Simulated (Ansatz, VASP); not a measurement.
One calculation of NaY3S3, two programs

File INCAR:

```
PREC     = Accurate       # precision mode
ENCUT    = 600            # plane-wave cutoff, eV
EDIFF    = 1E-7           # SCF threshold, eV
ISMEAR   = 0              # smearing method
SIGMA    = 0.1            # smearing width, eV
LREAL    = False          # projectors in reciprocal space
LASPH    = True           # aspherical terms in the spheres
NELM     = 80             # most SCF steps
ALGO     = Normal         # electronic algorithm
ISIF     = 3              # what is computed and relaxed
LWAVE    = False          # write WAVECAR
LCHARG   = False          # write CHGCAR
GGA      = PE             # functional
IBRION   = 2              # ionic algorithm
NSW      = 90             # ionic steps
EDIFFG   = -0.04          # ionic threshold
```

KPOINTS

```
regular mesh
0
Gamma
  4 4 4
```

POSCAR

```
NaY3S3
1.0
    5.4837200900      0.0000000000      0.0000000000
    0.0000000000      5.4837200900      0.0000000000
    0.0000000000      0.0000000000      5.4837200900
Na Y S
1 3 3
Direct
    0.5000000000      0.5000000000      0.5000000000
    0.5000000000      0.5000000000      0.0000000000
    0.0000000000      0.5000000000      0.5000000000
    0.5000000000      0.0000000000      0.5000000000
    0.5000000000      0.0000000000      0.0000000000
    0.0000000000      0.5000000000      0.0000000000
    0.0000000000      0.0000000000      0.5000000000
```

Input for Ansatz:

```yaml
crystal:
  lattice:
    - [5.48372009, 0.0, 0.0]
    - [0.0, 5.48372009, 0.0]
    - [0.0, 0.0, 5.48372009]
  atoms:
    - { symbol: Na, position: [0.5, 0.5, 0.5] }
    - { symbol: "Y", position: [0.5, 0.5, 0.0] }
    - { symbol: "Y", position: [0.0, 0.5, 0.5] }
    - { symbol: "Y", position: [0.5, 0.0, 0.5] }
    - { symbol: S, position: [0.5, 0.0, 0.0] }
    - { symbol: S, position: [0.0, 0.5, 0.0] }
    - { symbol: S, position: [0.0, 0.0, 0.5] }
basis:
  ecutwfc: 420
kpoints:
  mp_grid: { grid: [4, 4, 4] }
hamiltonian:
  xc: pbe
scf:
  occupations: { method: gaussian, width: 0.1 }
  lower_state_search: "off"
output:
  forces: true
  stress: true
  eigenvalues: true
relax:
  adjacent_minimum: "off"
  f_tol: 0.04
  max_steps: 70
  cell: { stress_tol: 0.4 }
```

Change from the starting cell: species swapped into the Ce3GaBr3 type (Pm-3m, No. 221).

Alike in both runs: task relaxation of cell and atoms; functional PBE; k mesh 4 × 4 × 4; occupations gaussian, width 0.1 eV; no spin polarisation.

|  | VASP | Ansatz |
| --- | --- | --- |
| version | VASP 6.6.1 | Ansatz 0.2.0 |
| potentials or method | VASP PAW PBE potentials, release 64 (Na_pv, Y_sv, S) | scalar-relativistic, plane waves, PAW |
| plane-wave cutoff (eV) | 600 | 420 |
| valence electrons in the cell | 58 | 60 |

Ansatz gave:

| Item | Value |
| --- | --- |
| gap on the k mesh at the Fermi level, each at its own relaxed structure (eV) | none |
| relaxed volume (Å³/atom) | 25.52 |
| relaxed cell length with the largest relative difference (Å) | 5.632 |
| energy change over the relaxation (meV/atom) | -31 |

Q: Estimate VASP's values.

A: gap on the k mesh at the Fermi level, each at its own relaxed structure (eV): none; relaxed volume (Å³/atom): 25.53; relaxed cell length with the largest relative difference (Å): 5.632; energy change over the relaxation (meV/atom): -31.

A gap of «none» marks a metal or a gap that the smearing closes. The two sets of potentials don't hold the same shells in valence.
